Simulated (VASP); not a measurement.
Input:

```xyz
12
Lattice="5.8550 0.0000 0.0000 0.0000 5.8550 0.0000 0.0000 0.0000 5.8550" Properties=species:S:1:pos:R:3 pbc="T T T"
Ni     5.7271     5.7271     5.7271
Ni     2.7996     3.0554     0.1279
Ni     0.1279     2.7996     3.0554
Ni     3.0554     0.1279     2.7996
Sb     3.7000     3.7000     3.7000
Sb     0.7725     5.0825     2.1550
Sb     2.1550     0.7725     5.0825
Sb     5.0825     2.1550     0.7725
S      2.2231     2.2231     2.2231
S      5.1506     0.7044     3.6319
S      3.6319     5.1506     0.7044
S      0.7044     3.6319     5.1506
```

Method: PBEsol GGA, VASP's PBE PAW potentials (set 64) (plane waves; VASP). Run with 400 eV cut-off, 6×6×6 Γ-centred mesh, tetrahedra with Blöchl corrections, potentials Ni Sb S.

The cores are frozen, which limits the accuracy of field gradients.

Q: Give the principal components of the electric field gradient (V/Å²) and the asymmetry η at each nucleus.

A: 
| atom | Vxx | Vyy | Vzz | η |
|---|---|---|---|---|
| Ni1 | -1.8 | -1.8 | 3.5 | 0.00 |
| Ni2 | -1.8 | -1.8 | 3.5 | 0.00 |
| Ni3 | -1.8 | -1.8 | 3.5 | 0.00 |
| Ni4 | -1.8 | -1.8 | 3.5 | 0.00 |
| Sb5 | -140.9 | -140.9 | 281.9 | 0.00 |
| Sb6 | -140.9 | -140.9 | 281.9 | 0.00 |
| Sb7 | -140.9 | -140.9 | 281.9 | 0.00 |
| Sb8 | -140.9 | -140.9 | 281.9 | 0.00 |
| S9 | -12.5 | -12.5 | 25.1 | 0.00 |
| S10 | -12.5 | -12.5 | 25.1 | 0.00 |
| S11 | -12.5 | -12.5 | 25.1 | 0.00 |
| S12 | -12.5 | -12.5 | 25.1 | 0.00 |

The compound is NiSbS in the sg198 structure. It was relaxed first. The run is not spin-polarised, so no magnetic state was tried.
